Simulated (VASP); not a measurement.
A VASP calculation is set up with these files.

**KPOINTS**
```
Automatic mesh
0
Gamma
8 8 8
0 0 0
```

POSCAR:
```
AgI
1
   -0.0000000000     3.0112031043     3.0112031043
    3.0112031043     0.0000000000     3.0112031043
    3.0112031043     3.0112031043     0.0000000000
Ag I
1 1
Direct
  0.0000000000   0.0000000000   0.0000000000
  0.2500000000   0.2500000000   0.2500000000
```

### INCAR
```
SYSTEM = AgI
PREC = Accurate
ENCUT = 500
EDIFF = 1E-6
NELM = 100
ALGO = Normal
LREAL = .FALSE.
LASPH = .TRUE.
ISMEAR = 0
SIGMA = 0.05
LMAXMIX = 4
LWAVE = .FALSE.
LCHARG = .FALSE.
IBRION = 2
ISIF = 3
NSW = 40
EDIFFG = -0.02
PSTRESS = 100
```

POTCAR, in this order: Ag I (LDA.64 set). Program: vasp_std.

Task: Write an equivalent input for Quantum ESPRESSO's pw.x.

Result: One equivalent input (not run):
```
&CONTROL
  calculation = 'vc-relax'
  pseudo_dir = './pseudo'
  outdir = './out'
  tprnfor = .true.
  tstress = .true.
  nstep = 40
  forc_conv_thr = 0.00078
/
&SYSTEM
  ibrav = 0
  nat = 2
  ntyp = 2
  ecutwfc = 86
  occupations = 'smearing'
  smearing = 'gaussian'
  degauss = 0.003675
  input_dft = 'pz'
/
&ELECTRONS
  conv_thr = 7.3e-08
  electron_maxstep = 100
/
&IONS
/
&CELL
  press = 100
/
ATOMIC_SPECIES
  Ag 107.868 Ag.upf
  I 126.904 I.upf
CELL_PARAMETERS angstrom
    -0.0000000    3.0112031    3.0112031
     3.0112031    0.0000000    3.0112031
     3.0112031    3.0112031    0.0000000
ATOMIC_POSITIONS crystal
  Ag   0.0000000  0.0000000  0.0000000
  I    0.2500000  0.2500000  0.2500000
K_POINTS automatic
  8 8 8 0 0 0
```
The two are equivalent in intent, not identical: the potentials are each code's own (VASP's PAW set, PseudoDojo norm-conserving files in pw.x), so ENCUT and ecutwfc are chosen apart and not converted; conv_thr bounds pw.x's estimated SCF error, while EDIFF bounds the energy change between steps; forc_conv_thr acts on force components and is met together with etot_conv_thr.

The compound is AgI in the zinc blende structure, whereas wurtzite is the usual form. It was relaxed first under an external pressure of 10 GPa.
